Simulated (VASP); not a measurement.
# Ru3C2O8 (P1) in VASP: single point with PBE

Aim: the single point of Ru3C2O8 with PBE.

All numbers are computed with VASP 6.6.1; they aren't measurements. Logs are shortened: lines on timing, memory, paths and dates and some standing lists are left out, and cuts for length are marked.

## (1) Starting point

The typed cell holds 13 atoms: a = 4.590 Å, b = 4.671 Å, c = 6.497 Å, α = 89.58°, β = 111.58°, γ = 59.81°.

The cell was built by a generator and needn't be a form met in nature.

## (2) Single point, PBE

Contents of INCAR:

```
PREC = Accurate
ENCUT = 520
EDIFF = 1E-7
ISMEAR = -1
SIGMA = 0.1
LREAL = F
LASPH = T
NELM = 100
ALGO = Fast
ISIF = 2
LWAVE = F
LCHARG = F
GGA = PE
NBANDS = 61
```

Contents of KPOINTS:

```
Automatic mesh
0
Gamma
  5 5 3
  0 0.5 0
```

Contents of POSCAR:

```
Ru3C2O8
1.0
    1.6322620000     -4.2893840000     -0.0406270000
    1.7034410000     -1.8280690000     -3.9469720000
    4.7963710000      4.3821330000     -0.0165510000
Ru O C
3 8 2
Direct
    0.4210460000      0.8131350000      0.6398150000
    0.5183420000      0.2195980000      0.3723820000
    0.0386800000      0.9670520000      0.0133340000
    0.6612050000      0.6708730000      0.0035160000
    0.3594660000      0.3307920000      0.9786180000
    0.0922530000      0.2119380000      0.3355440000
    0.0345730000      0.7194610000      0.3224250000
    0.6128430000      0.7007730000      0.3176890000
    0.9936830000      0.7592580000      0.6914780000
    0.3983720000      0.3417450000      0.6952060000
    0.9888170000      0.2814990000      0.7104020000
    0.8467100000      0.6124360000      0.2690910000
    0.1184370000      0.4427130000      0.7195690000
```

Potentials or basis: VASP PAW PBE potentials, release 64 (Ru_pv, O, C).

Run with:

```
$ cat potpaw_PBE.64/Ru_pv/POTCAR potpaw_PBE.64/O/POTCAR potpaw_PBE.64/C/POTCAR > POTCAR
$ mpirun -np 1 vasp_std > vasp.out
```

OUTCAR:

```text
PREC = Accurate
   ENCUT = 520
   EDIFF = 1E-7
   ISMEAR = -1
   LREAL = F
   LASPH = T
   NELM = 100
   ISIF = 2
   GGA = PE

 ion  position               nearest neighbor table
   1  0.421  0.813  0.640-   4 2.14   6 2.14   9 2.24  10 2.29  11 2.29   7 2.39  11 2.40   9 2.40
                            10 2.45   8 2.52  13 2.59  13 2.70   2 2.86   2 3.21   2 3.25
   2  0.518  0.220  0.372-   6 1.90   7 2.18   8 2.29   9 2.36   5 2.36  10 2.36  12 2.47   7 2.49
                             8 2.54  11 2.59  12 2.69   1 2.86   1 3.21   1 3.25   3 3.25   3 3.29
   3  0.039  0.967  0.013-   8 2.29   9 2.30  11 2.32   7 2.32   6 2.39   4 2.50  10 2.51   5 2.61
                             5 2.63   2 3.25   2 3.29
   4  0.661  0.671  0.004-  12 1.57   1 2.14   3 2.50
   5  0.359  0.331  0.979-  13 1.54  10 1.92   2 2.36   3 2.61   3 2.63
   6  0.092  0.212  0.336-  12 1.57   2 1.90   1 2.14   3 2.39
   7  0.035  0.719  0.322-  12 1.15   2 2.18   3 2.32   1 2.39   2 2.49
   8  0.613  0.701  0.318-  12 1.11   3 2.29   2 2.29   1 2.52   2 2.54
   9  0.994  0.759  0.691-  13 1.27  10 1.89   1 2.24   3 2.30   2 2.36   1 2.40
  10  0.398  0.342  0.695-  13 1.20   9 1.89   5 1.92   1 2.29   2 2.36   1 2.45   3 2.51
  11  0.989  0.281  0.710-  13 1.16   1 2.29   3 2.32   1 2.40   2 2.59
  12  0.847  0.612  0.269-   8 1.11   7 1.15   4 1.57   6 1.57   2 2.47   2 2.69
  13  0.118  0.443  0.720-  11 1.16  10 1.20   9 1.27   5 1.54   1 2.59   1 2.70

  LATTYP: Found a triclinic cell.
 ALAT       =     4.6176475871
 B/A-ratio  =     1.6892191581
 C/A-ratio  =     1.0116442998
 COS(alpha) =     0.0009085138
 COS(beta)  =     0.5118006596
 COS(gamma) =     0.5667463278

  Lattice vectors:

 A1 = (  -0.0711790000,  -2.4613150000,   3.9063450000)
 A2 = (   6.3574540000,  -2.3685660000,   3.8491670000)
 A3 = (  -1.7034410000,   1.8280690000,   3.9469720000)

Analysis of symmetry for initial positions (statically):
=====================================================================
 Subroutine PRICEL returns:
 Original cell was already a primitive cell.

 Routine SETGRP: Setting up the symmetry group for a
 triclinic supercell.

 Subroutine GETGRP returns: Found  1 space group operations
 (whereof  1 operations were pure point group operations)
 out of a pool of  2 trial point group operations.

The static configuration has the point symmetry C_1 .

Analysis of symmetry for dynamics (positions and initial velocities):
=====================================================================
 Subroutine PRICEL returns:
 Original cell was already a primitive cell.

 Routine SETGRP: Setting up the symmetry group for a
 triclinic supercell.

 Subroutine GETGRP returns: Found  1 space group operations
 (whereof  1 operations were pure point group operations)
 out of a pool of  2 trial point group operations.

The dynamic configuration has the point symmetry C_1 .

 Subroutine INISYM returns: Found  1 space group operations
 (whereof  1 operations are pure point group operations),
 and found     1 'primitive' translations

----------------------------------------------------------------------------------------

                                     Primitive cell

  volume of cell :     108.7038

  direct lattice vectors                    reciprocal lattice vectors
     1.632262000 -4.289384000 -0.040627000     0.159391108 -0.173894155  0.149330642
     1.703441000 -1.828069000 -3.946972000    -0.002290873  0.001544074 -0.255062625
     4.796371000  4.382133000 -0.016551000     0.155061883  0.058629865  0.039767024

  length of vectors
     4.589634505  4.671416860  6.496809858     0.279185141  0.255077586  0.170478928

  position of ions in fractional coordinates (direct lattice)
     0.421046000  0.813135000  0.639815000
     0.518342000  0.219598000  0.372382000
     0.038680000  0.967052000  0.013334000
     0.661205000  0.670873000  0.003516000
     0.359466000  0.330792000  0.978618000
     0.092253000  0.211938000  0.335544000
     0.034573000  0.719461000  0.322425000
     0.612843000  0.700773000  0.317689000
     0.993683000  0.759258000  0.691478000
     0.398372000  0.341745000  0.695206000
     0.988817000  0.281499000  0.710402000
     0.846710000  0.612436000  0.269091000
[... 29 lines left out ...]
     0.031878222 -0.034778831  0.029866128     0.200000000  0.000000000  0.000000000
    -0.000458175  0.000308815 -0.051012525     0.000000000  0.200000000  0.000000000
     0.051687294  0.019543288  0.013255675     0.000000000  0.000000000  0.333333333

  Length of vectors
     0.055837028  0.051015517  0.056826309

  Shift w.r.t. Gamma in fractional coordinates (k-lattice)
     0.000000000  0.500000000  0.000000000

 Subroutine IBZKPT returns following result:
 ===========================================

 Found     38 irreducible k-points:

 Following reciprocal coordinates:
            Coordinates               Weight
  0.000000  0.100000  0.000000      2.000000
  0.200000  0.100000 -0.000000      2.000000
  0.400000  0.100000  0.000000      2.000000
 -0.400000  0.100000  0.000000      2.000000
 -0.200000  0.100000 -0.000000      2.000000
 -0.000000  0.300000  0.000000      2.000000
[... 16 lines left out ...]
 -0.200000  0.300000  0.333333      2.000000
  0.000000  0.500000  0.333333      2.000000
 [... further k-points ...]
   k-points           NKPTS =     38   k-points in BZ     NKDIM =     38   number of bands    NBANDS=     61
   number of dos      NEDOS =    301   number of ions     NIONS =     13
   total plane-waves  NPLWV =  62208
   dimension x,y,z NGX =    36 NGY =   36 NGZ =   48
   dimension x,y,z NGXF=    72 NGYF=   72 NGZF=   96
   ions per type =               3   8   2
   NGX,Y,Z   is equivalent  to a cutoff of  13.04, 12.81, 12.28 a.u.
   NGXF,Y,Z  is equivalent  to a cutoff of  26.08, 25.62, 24.57 a.u.
 SYSTEM =  unknown system
   PREC   = accura    normal or accurate (medium, high low for compatibility)
   ISTART =      0    job   : 0-new  1-cont  2-samecut
   ICHARG =      2    charge: 1-file 2-atom 10-const
   ISPIN  =      1    spin polarized calculation?
   LNONCOLLINEAR =      F non collinear calculations
   LSORBIT =      F    spin-orbit coupling
   LASPH  =      T    aspherical Exc in radial PAW
   ENCUT  =  520.0 eV  38.22 Ry    6.18 a.u.   8.53  8.69 12.08*2*pi/ulx,y,z
   NELM   =    100;   NELMIN=  2; NELMDL= -5     # of ELM steps
   EDIFF  = 0.1E-06   stopping-criterion for ELM
   LREAL  =      F    real-space projection
   EDIFFG = 0.1E-05   stopping-criterion for IOM
   NSW    =      0    number of steps for IOM
   IBRION =     -1    ionic relax: 0-MD 1-quasi-New 2-CG
   NFREE  =      0    steps in history (QN), initial steepest desc. (CG)
   ISIF   =      2    stress and relaxation
   ISYM   =      2    0-nonsym 1-usesym 2-fastsym
   POTIM  = 0.5000    time-step for ionic-motion
   TEBEG  =    0.0;   TEEND  =   0.0 temperature during run
   PSTRESS=    0.0 pullay stress
   NELECT =      98.0000    total number of electrons
   NUPDOWN=      -1.0000    fix difference up-down
   EMIN   =  10.00;   EMAX   =-10.00  energy-range for DOS
   EFERMI =   0.00;   METHOD = LEGACY
   ISMEAR =    -1;   SIGMA  =   0.10  broadening in eV -4-tet -1-fermi 0-gaus
   EFERMI_NEDOS =   21; number of points for ismear=-14 and -15
   IALGO  =     68    algorithm
   IMIX   =      4    mixing-type and parameters
     AMIX     =   0.40;   BMIX     =  1.00
     AMIX_MAG =   1.60;   BMIX_MAG =  1.00
  volume/ion in A,a.u.               =       8.36        56.43
  Fermi-wavevector in a.u.,A,eV,Ry     =   1.581498  2.988598 34.030024  2.501136
  Thomas-Fermi vector in A             =   2.681564
   LORBIT       =      0    0 simple, 1 ext, 2 COOP (PROOUT), +10 PAW based schemes
   GGA     = PE    functional components
   LHFCALC =     F    Hartree Fock is set to
   AEXX    =    0.0000 exact exchange contribution
   IVDW    =     0    specifies the selected vdW correction
   LEPSILON=     F    determine dielectric tensor
   LRPA    =     F    only Hartree local field effects (RPA)
 non-spin polarized calculation
 RMM-DIIS sequential band-by-band and
  energy-cutoff  :      520.00
  volume of cell :      108.70
 maximum number of plane-waves:      2948
 NGX is ok and might be reduce to    36
   NGX = 17   NGY = 17   NGZ = 25

 number of electron      97.9999996 magnetization

 Free energy of the ion-electron system (eV)
  ---------------------------------------------------
  ext. energy  EPLUGINS =         0.00000000
  ---------------------------------------------------
  free energy    TOTEN  =       -77.27462136 eV

  energy without entropy =      -76.81828606  energy(sigma->0) =      -77.04645371

 E-fermi :   8.8724     XC(G=0): -12.8701

 val. band max:        8.8702895198   @ k =  -0.2000  -0.3000   0.3333
 cond. band min:       8.8750095528   @ k =   0.2000   0.3000  -0.0000
 fundamental gap:      0.0047200330
 Fermi energy:         8.8724233335

 k-point     1 :       0.0000    0.1000    0.0000
  band No.  band energies     occupation
      1     -34.4304      2.00000
      2     -34.3068      2.00000
      3     -34.1190      2.00000
      4     -34.0817      2.00000
      5     -34.0706      2.00000
      6     -33.9917      2.00000
[... 1525 lines left out ...]
     60      16.1057      0.00000
     61      16.8923      0.00000

 [... further k-points ...]

------------------------ aborting loop because EDIFF is reached ----------------------------------------

  FORCE on cell =-STRESS in cart. coord.  units (eV):
  Direction    XX          YY          ZZ          XY          YZ          ZX
  --------------------------------------------------------------------------------------
  -------------------------------------------------------------------------------------
  Total       30.0470074     58.9031609     33.1217153    -13.2235010     -4.7765806     -6.9614577
  in kB      442.8608025    868.1696913    488.1787132   -194.9002844    -70.4016978   -102.6044519
  external PRESSURE =     599.7364023 kB  Pullay stress =       0.0000000 kB

 VOLUME and BASIS-vectors are now :
 -----------------------------------------------------------------------------
  energy-cutoff  :      520.00
  volume of cell :      108.70
      direct lattice vectors                 reciprocal lattice vectors
     1.632262000 -4.289384000 -0.040627000     0.159391108 -0.173894155  0.149330642
     1.703441000 -1.828069000 -3.946972000    -0.002290873  0.001544074 -0.255062625
     4.796371000  4.382133000 -0.016551000     0.155061883  0.058629865  0.039767024

 POSITION                                       TOTAL-FORCE (eV/Angst)
 -----------------------------------------------------------------------------------
      5.14117     -0.48874     -3.23712         2.174080      1.441892     -0.327466
      3.00622     -0.99298     -0.89397        -0.543495     -0.804300     -1.013097
      1.77441     -1.87532     -3.81872        -0.429811      0.380766     -0.645485
      2.23892     -4.04716     -2.67484        -1.989758     -0.851367     -0.372168
      5.84404      2.14184     -1.33643         7.376946      2.692058      1.351186
      2.12100      0.68725     -0.84581        -1.906622     -0.685091      1.173728
      2.82846     -0.05061     -2.84643         7.098821    -11.332564     -4.215216
      3.71780     -2.51762     -2.79609        -0.607474     17.684311     -4.921705
      6.23189     -2.62012     -3.04859        -0.190808      3.083279     -8.483120
      4.56686      0.71298     -1.37655        -0.931951    -13.144376      6.977258
      5.50088     -1.64294     -1.16300        -8.613115      9.333073      5.341801
      3.71596     -3.57225     -2.45612        -9.832775     -6.902472      8.514840
      4.39878      1.83592     -1.76410         8.395962     -0.895210     -3.380558
 -----------------------------------------------------------------------------------
    total drift:                                0.000175      0.000157     -0.000204

  FREE ENERGIE OF THE ION-ELECTRON SYSTEM (eV)
  ---------------------------------------------------
  free  energy   TOTEN  =       -77.2746213588 eV

  energy  without entropy=      -76.8182860575  energy(sigma->0) =      -77.04645371
```

It took 5.4 min on 1 thread of Intel Xeon Platinum 8259CL at 2.50GHz (Skylake/Cascade Lake), shared host; peak memory 0.36 GiB.

Results:

```
Free energy            : -77.2746 eV
Pressure               : 60.0 GPa
Largest force          : 18.366 eV/Å
Band gap on the k mesh : none (metal or under the smearing width)
```

Forces on the atoms (eV/Å):
```
Ru    2.174   1.442  -0.327
Ru   -0.543  -0.804  -1.013
Ru   -0.430   0.381  -0.645
O    -1.990  -0.851  -0.372
O     7.377   2.692   1.351
O    -1.907  -0.685   1.174
O     7.099 -11.333  -4.215
O    -0.607  17.684  -4.922
O    -0.191   3.083  -8.483
O    -0.932 -13.144   6.977
O    -8.613   9.333   5.342
C    -9.833  -6.902   8.515
C     8.396  -0.895  -3.381
```

Stress tensor (GPa, compression positive):
```
 44.29 -19.49 -10.26
-19.49  86.82  -7.04
-10.26  -7.04  48.82
```

Caveat: a pressure of tens of GPa on the cell as given is suspect, and the run, the potentials or the cell itself is likely at fault; the standard files for N, O and F lose accuracy on very short bonds; forces of over 1 eV/Å show positions far from the minimum, so gaps and moduli don't describe the material at rest.
